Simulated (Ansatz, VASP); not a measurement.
## LaBr4: VASP beside Ansatz

INCAR

```
SYSTEM = LaBr4
PREC     = Accurate       ! precision mode
ENCUT    = 520            ! plane-wave cutoff, eV
EDIFF    = 1E-7           ! SCF threshold, eV
ISMEAR   = 0              ! smearing method
SIGMA    = 0.025          ! smearing width, eV
LREAL    = .False.        ! projectors in reciprocal space
LASPH    = .True.         ! aspherical terms in the spheres
NELM     = 150            ! most SCF steps
ALGO     = Normal         ! electronic algorithm
ISIF     = 2              ! what is computed and relaxed
LWAVE    = .False.        ! write WAVECAR
LCHARG   = .False.        ! write CHGCAR
ISPIN    = 2              ! spin polarisation
MAGMOM   = 0 0 0 0 0      ! initial moments
LORBIT   = 11             ! projections on sites
LMAXMIX  = 6              ! l up to which the mixer works
GGA      = PE             ! functional
NBANDS   = 32             ! bands
```

The input KPOINTS:

```
regular mesh
0
Gamma
  3 3 5
  0 0 0
```

File POSCAR:

```
LaBr4
1.0
    4.3487040000      4.5664410000      0.0000000000
    4.3487040000     -4.5664410000      0.0000000000
    0.0000000000      0.0000000000     -3.9050040000
Br La
4 1
Direct
    0.1894000000      0.8106000000      0.5000000000
    0.8106000000      0.1894000000      0.5000000000
    0.2852000000      0.2852000000      0.0000000000
    0.7148000000      0.7148000000      0.0000000000
    0.0000000000      0.0000000000      0.0000000000
```

Input for Ansatz:

```yaml
crystal:
  lattice:
    - [4.348704, 4.566441, 0.0]
    - [4.348704, -4.566441, 0.0]
    - [0.0, 0.0, -3.905004]
  atoms:
    - { symbol: Br, position: [0.1894, 0.8106, 0.5] }
    - { symbol: Br, position: [0.8106, 0.1894, 0.5] }
    - { symbol: La, position: [0.0, 0.0, 0.0] }
    - { symbol: Br, position: [0.2852, 0.2852, 0.0] }
    - { symbol: Br, position: [0.7148, 0.7148, 0.0] }
  symmetry: { tolerance: 0.0003 }
kpoints:
  mp_grid: { grid: [3, 3, 5], shift: [0, 0, 0] }
magnetization:
  spin_polarized: true
scf:
  occupations: { method: gaussian, width: 0.025 }
  eigensolver: { kind: davidson }
hamiltonian:
  pseudopotentials: { kind: paw }
  xc: pbe
basis:
  ecutwfc: 420
output:
  forces: true
  stress: true
  eigenvalues: true
  write_density: true
  write_potential: true
  elf: true
  volumetric_format: npy
```

The cell was built by a generator and needn't be a form met in nature.

Alike in both runs: task single point; functional PBE; k mesh 3 × 3 × 5; occupations gaussian, width 0.025 eV; collinear spin.

```csv
,VASP,Ansatz
version,VASP 6.6.1,Ansatz 0.2.0
potentials or method,"VASP PAW PBE potentials, release 64 (Br, La)",PAW plane waves
plane-wave cutoff (eV),520,420
valence electrons in the cell,39,39
```

```tsv
	VASP	Ansatz	Ansatz less VASP
gap on the k mesh at the Fermi level (eV)	none	none	-
pressure (GPa)	19.7	19.7	+0.02
largest component of the traceless stress (GPa)	3.54	3.53	-0.012
rms of the force components (eV/Å)	2.195	2.193	-0.0017
net moment per atom (μB)	0.00	0.00	0.000
```

A gap of «none» marks a metal or a gap that the smearing closes. Ansatz warned: «no_starting_moments».

Caveats: so large a pressure means that the cell lies far from this level's equilibrium, or that cutoff or potentials fall short (VASP); forces of over 1 eV/Å show positions far from the minimum, so gaps and moduli don't describe the material at rest. The runs have no spin-orbit coupling, so splittings on La are missing.
